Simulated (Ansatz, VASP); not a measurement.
## Cross-check of Ge3H4 (Ge wire along [100], 9 atoms a period, H-terminated) between VASP and Ansatz

Wanted: the spread between two codes on one cell, functional and k mesh. The cell is taken from a series of runs on this material, whose earlier steps may have relaxed, scaled, displaced or heated it; both programs get it as it stands.

Main program and level: Ansatz 0.2.0; plane waves, with VASP 6.6.1 beside it; single point at HSE06.

### Step 1. Starting point

The cell holds 21 atoms: 9 Ge and 12 H. Cell: a = 14.361 Å, b = 14.361 Å, c = 5.745 Å, α = 90.0°, β = 90.0°, γ = 90.0°. Vacuum lies along a and b. The structure's axis is c.

### Step 2. VASP: single point, HSE06

A single point gives forces, pressure and levels at one fixed geometry, so differences don't come from the geometry; what else differs is listed under the comparison.

Lines of VASP's logs that name or quote its potential files are left out, and so is its time.

The run reads the wave functions of an earlier VASP run, which isn't shown here.

INCAR reads:

```
SYSTEM = Ge3H4
PREC = Accurate
ENCUT = 410
EDIFF = 1E-06
NELM = 100
ISMEAR = -1
SIGMA = 0.05
LREAL = Auto
ALGO = Normal
LHFCALC = .TRUE.
AEXX = 0.25
GGA = PE
HFSCREEN = 0.208
LASPH = .TRUE.
NBANDS = 90
PRECFOCK = Fast
LORBIT = 11
LWAVE = .FALSE.
LCHARG = .FALSE.
ISIF = 2
```

POSCAR reads:

```
Ge3H4
1.0
   14.3610000000      0.0000000000      0.0000000000
    0.0000000000     14.3610000000      0.0000000000
    0.0000000000      0.0000000000      5.7445455734
Ge H
9 12
Direct
    0.4019353810      0.4019353810      0.9969967820
    0.5980877950      0.5980877950      0.9969967820
    0.5000115880      0.5000115880      0.2500000000
    0.4019353810      0.5980877950      0.5030032180
    0.5980877950      0.4019353810      0.5030032180
    0.3033352020      0.5000115880      0.7500000000
    0.5000115880      0.3033352020      0.7500000000
    0.5000115880      0.6966879740      0.7500000000
    0.6966879740      0.5000115880      0.7500000000
    0.3394835260      0.3394835260      0.1534661100
    0.6605396510      0.6605396510      0.1534661100
    0.3394835260      0.6605396510      0.3465338900
    0.6605396510      0.3394835260      0.3465338900
    0.2397367510      0.4383186220      0.5967470940
    0.4383186220      0.2397367510      0.5967470940
    0.5617045550      0.7602864260      0.5967470940
    0.7602864260      0.5617045550      0.5967470940
    0.2397367510      0.5617045550      0.9032529060
    0.4383186220      0.7602864260      0.9032529060
    0.5617045550      0.2397367510      0.9032529060
    0.7602864260      0.4383186220      0.9032529060
```

KPOINTS reads:

```
Automatic mesh
0
Gamma
1 1 6
0 0 0
```

Potentials, in the order of the species: Ge_d and H (PBE family, release 64).

Started as:

```console
$ export OMP_NUM_THREADS=3
$ mpirun -np 1 vasp_std
```

Numbers of over 12 decimals in the logs are rounded to 6 here.

Output:

```text
[banner, memory and clock lines left out]
running    1 mpi-ranks, on    1 nodes
 distrk:  each k-point on    1 cores,    1 groups
 distr:  one band on    1 cores,    1 groups
 Offloading initialized ...    1 GPUs detected
 POSCAR found type information on POSCAR GeH
 POSCAR found :  2 types and      21 ions
 LDA part: xc-table for (Slater+PW92), standard interpolation
 found WAVECAR, reading the header
 POSCAR, INCAR and KPOINTS ok, starting setup
 FFT: planning ... GRIDC
 FFT: planning ... GRID_SOFT
 FFT: planning ... GRID
 reading WAVECAR
 the WAVECAR file was read successfully
 initial charge from wavefunction
 entering main loop
       N       E                     dE             d eps       ncg     rms          rms(c)
DAV:   1    -0.928137312290E+02   -0.92814E+02   -0.45312E+00   984   0.199E+01    0.204E+00
DAV:   2    -0.928106657047E+02    0.30655E-02   -0.36834E-01   912   0.376E+00    0.150E+00
DAV:   3    -0.928023784768E+02    0.82872E-02   -0.43897E-02   928   0.211E+00    0.105E+00
DAV:   4    -0.928008151228E+02    0.15634E-02   -0.10195E-02   768   0.143E+00    0.661E-01
DAV:   5    -0.928005711491E+02    0.24397E-03   -0.33384E-03   896   0.942E-01    0.402E-01
DAV:   6    -0.928005476735E+02    0.23476E-04   -0.12285E-03   936   0.557E-01    0.239E-01
DAV:   7    -0.928005315939E+02    0.16080E-04   -0.39566E-04   896   0.314E-01    0.141E-01
DAV:   8    -0.928005174603E+02    0.14134E-04   -0.14305E-04   920   0.208E-01    0.824E-02
DAV:   9    -0.928005116944E+02    0.57659E-05   -0.71233E-05   856   0.116E-01    0.479E-02
DAV:  10    -0.928005096276E+02    0.20669E-05   -0.34876E-05   848   0.973E-02    0.278E-02
DAV:  11    -0.928005093590E+02    0.26858E-06   -0.15426E-05   752   0.644E-02    0.163E-02
DAV:  12    -0.928005103644E+02   -0.10054E-05   -0.95235E-06   744   0.437E-02    0.958E-03
DAV:  13    -0.928005118170E+02   -0.14526E-05   -0.43963E-06   736   0.377E-02    0.563E-03
DAV:  14    -0.928005135726E+02   -0.17556E-05   -0.19947E-06   576   0.229E-02    0.333E-03
[...]
DAV:  21    -0.928005267217E+02   -0.16552E-05   -0.11036E-07   576   0.530E-03    0.406E-04
DAV:  22    -0.928005282682E+02   -0.15464E-05   -0.71620E-08   568   0.447E-03    0.360E-04
DAV:  23    -0.928005297077E+02   -0.14396E-05   -0.51792E-08   566   0.353E-03    0.328E-04
DAV:  24    -0.928005310425E+02   -0.13347E-05   -0.37473E-08   560   0.302E-03    0.297E-04
DAV:  25    -0.928005322763E+02   -0.12338E-05   -0.25093E-08   556   0.258E-03    0.270E-04
DAV:  26    -0.928005334139E+02   -0.11377E-05   -0.19111E-08   544   0.198E-03    0.248E-04
DAV:  27    -0.928005344605E+02   -0.10466E-05   -0.13443E-08   556   0.186E-03    0.226E-04
DAV:  28    -0.928005354211E+02   -0.96058E-06   -0.96905E-09   528   0.139E-03
   1 F= -.92800535E+02 E0= -.92800535E+02  d E =-.100485E-09
```

From OUTCAR (step 2):

```text
ion  position               nearest neighbor table
   1  0.402  0.402  0.997-  10 1.55   7 2.45   6 2.45   3 2.47
   2  0.598  0.598  0.997-  11 1.55   9 2.45   8 2.45   3 2.47
   3  0.500  0.500  0.250-   1 2.47   2 2.47   4 2.47   5 2.47
   4  0.402  0.598  0.503-  12 1.55   8 2.45   6 2.45   3 2.47
   5  0.598  0.402  0.503-  13 1.55   9 2.45   7 2.45   3 2.47
   6  0.303  0.500  0.750-  14 1.55  18 1.55   1 2.45   4 2.45
   7  0.500  0.303  0.750-  15 1.55  20 1.55   1 2.45   5 2.45
   8  0.500  0.697  0.750-  19 1.55  16 1.55   2 2.45   4 2.45
   9  0.697  0.500  0.750-  21 1.55  17 1.55   2 2.45   5 2.45
  10  0.339  0.339  0.153-   1 1.55
  11  0.661  0.661  0.153-   2 1.55
  12  0.339  0.661  0.347-   4 1.55
  13  0.661  0.339  0.347-   5 1.55
  14  0.240  0.438  0.597-   6 1.55
  15  0.438  0.240  0.597-   7 1.55
  16  0.562  0.760  0.597-   8 1.55
  17  0.760  0.562  0.597-   9 1.55
  18  0.240  0.562  0.903-   6 1.55
  19  0.438  0.760  0.903-   8 1.55
  20  0.562  0.240  0.903-   7 1.55
  21  0.760  0.438  0.903-   9 1.55

  LATTYP: Found a simple tetragonal cell.
 ALAT       =    14.3610000000
 C/A-ratio  =     0.4000101367

 Subroutine GETGRP returns: Found  8 space group operations
 (whereof  2 operations were pure point group operations)

The static configuration has the point symmetry C_1h.
 The point group associated with its full space group is D_2d.

 Found      4 irreducible k-points:

   k-points           NKPTS =      4   k-points in BZ     NKDIM =      6   number of bands    NBANDS=     90

   dimension x,y,z NGX =    96 NGY =   96 NGZ =   40
   dimension x,y,z NGXF=   192 NGYF=  192 NGZF=   80

   ENCUT  =  410.0 eV  30.13 Ry    5.49 a.u.  23.71 23.71  9.48*2*pi/ulx,y,z

   NELECT =     138.0000    total number of electrons

 k-points in reciprocal lattice and weights: Automatic mesh
   0.00000000  0.00000000  0.00000000       0.167
   0.00000000  0.00000000  0.16666667       0.333
   0.00000000  0.00000000  0.33333333       0.333
   0.00000000  0.00000000  0.50000000       0.167

  exchange ACFDT corr.  =         0.00000000  see jH, gK, PRB 81, 115126

 average (electrostatic) potential at core
       1 -74.6323       2 -74.6323       3 -74.6677       4 -74.6323       5 -74.6323
       6 -74.6079       7 -74.6079       8 -74.6079       9 -74.6079      10 -35.4966
      11 -35.4966      12 -35.4966      13 -35.4966      14 -35.4806      15 -35.4806
      16 -35.4806      17 -35.4806      18 -35.4806      19 -35.4806      20 -35.4806
      21 -35.4806

 E-fermi :  -3.7010

 k-point     1 :       0.0000    0.0000    0.0000
  band No.  band energies     occupation
    ...
     65      -5.9654      2.00000
     66      -5.2528      2.00000
     67      -4.9520      2.00000
     68      -4.9520      2.00000
     69      -4.9096      2.00000
     70      -0.0160      0.00000
     71       0.0164      0.00000
     72       0.2474      0.00000
     73       0.2474      0.00000
     74       0.4459      0.00000
    ...

 k-point     2 :       0.0000    0.0000    0.1667
  band No.  band energies     occupation
    ...
     65      -5.9466      2.00000
     66      -5.3320      2.00000
     67      -4.9671      2.00000
     68      -4.9671      2.00000
     69      -4.9215      2.00000
     70       0.0916      0.00000
     71       0.0916      0.00000
     72       0.1024      0.00000
     73       0.3708      0.00000
     74       0.3834      0.00000
    ...

 k-point     3 :       0.0000    0.0000    0.3333
  band No.  band energies     occupation
    ...
     65      -5.9019      2.00000
     66      -5.4761      2.00000
     67      -4.9976      2.00000
     68      -4.9640      2.00000
     69      -4.9640      2.00000
     70      -0.0350      0.00000
     71       0.1059      0.00000
     72       0.1059      0.00000
     73       0.5135      0.00000
     74       0.6493      0.00000
    ...

  Total       -4.2290371     -4.2290371     -4.5805060      0.0000000      0.0000000     -0.0000000
  in kB       -5.7190914     -5.7190914     -6.1943964      0.0000000      0.0000000     -0.0000000
  external PRESSURE =      -5.8775264 kB  Pullay stress =       0.0000000 kB

  energy-cutoff  :      410.00
  volume of cell :     1184.75
      direct lattice vectors                 reciprocal lattice vectors
    14.361000000  0.000000000  0.000000000     0.069633034  0.000000000  0.000000000
     0.000000000 14.361000000  0.000000000     0.000000000  0.069633034  0.000000000
     0.000000000  0.000000000  5.744545573     0.000000000  0.000000000  0.174078173

 POSITION                                       TOTAL-FORCE (eV/Angst)
 -----------------------------------------------------------------------------------
      5.77219      5.77219      5.72729        -0.038339     -0.038339      0.060845
      8.58914      8.58914      5.72729         0.038339      0.038339      0.060845
      7.18067      7.18067      1.43614         0.000000     -0.000000      0.000000
      5.77219      8.58914      2.88952        -0.038339      0.038339     -0.060845
      8.58914      5.77219      2.88952         0.038339     -0.038339     -0.060845
      4.35620      7.18067      4.30841        -0.061657     -0.000000     -0.000000
      7.18067      4.35620      4.30841        -0.000000     -0.061657     -0.000000
      7.18067     10.00514      4.30841         0.000000      0.061657      0.000000
     10.00514      7.18067      4.30841         0.061657     -0.000000      0.000000
      4.87532      4.87532      0.88159         0.143778      0.143778     -0.158891
      9.48601      9.48601      0.88159        -0.143778     -0.143778     -0.158891
      4.87532      9.48601      1.99068         0.143778     -0.143778      0.158891
      9.48601      4.87532      1.99068        -0.143778      0.143778      0.158891
      3.44286      6.29469      3.42804         0.141014      0.129800      0.135525
      6.29469      3.44286      3.42804         0.129800      0.141014      0.135525
      8.06664     10.91847      3.42804        -0.129800     -0.141014      0.135525
     10.91847      8.06664      3.42804        -0.141014     -0.129800      0.135525
      3.44286      8.06664      5.18878         0.141014     -0.129800     -0.135525
      6.29469     10.91847      5.18878         0.129800     -0.141014     -0.135525
      8.06664      3.44286      5.18878        -0.129800      0.141014     -0.135525
     10.91847      6.29469      5.18878        -0.141014      0.129800     -0.135525
 -----------------------------------------------------------------------------------
    total drift:                               -0.000059     -0.000018      0.000002

  FREE ENERGIE OF THE ION-ELECTRON SYSTEM (eV)
  ---------------------------------------------------
  free  energy   TOTEN  =       -92.8005354211 eV

  energy  without entropy=      -92.8005354210  energy(sigma->0) =      -92.80053542

 total charge
# of ion       s       p       d       tot
------------------------------------------
    1        1.082   1.361  10.037  12.480
    2        1.082   1.361  10.037  12.480
    3        1.094   1.299  10.021  12.415
    4        1.082   1.361  10.037  12.480
    5        1.082   1.361  10.037  12.480
    6        1.073   1.411  10.056  12.540
    7        1.073   1.411  10.056  12.540
    8        1.073   1.411  10.056  12.540
    9        1.073   1.411  10.056  12.540
   10        0.537   0.012   0.000   0.549
   11        0.537   0.012   0.000   0.549
   12        0.537   0.012   0.000   0.549
   13        0.537   0.012   0.000   0.549
   14        0.541   0.012   0.000   0.553
   15        0.541   0.012   0.000   0.553
   16        0.541   0.012   0.000   0.553
   17        0.541   0.012   0.000   0.553
   18        0.541   0.012   0.000   0.553
   19        0.541   0.012   0.000   0.553
   20        0.541   0.012   0.000   0.553
   21        0.541   0.012   0.000   0.553
--------------------------------------------------
tot         16.190  12.533  90.395 119.118

[... 1 further part left out ...]
```

(Part 1 of 2 ends here.)

[Lines on the potential files, build, host, timing and source positions are cut from VASP's logs without a mark.]

[Logs are printed without paths, hosts, clocks, repeated set-up lines and the standing remarks that a program may print on its own settings, such as how far it seeks lower states.]

[Hosts, paths, dates, database ids (printed as entryN), source tags and the programs' standing remarks are cut or masked in the printed files.]
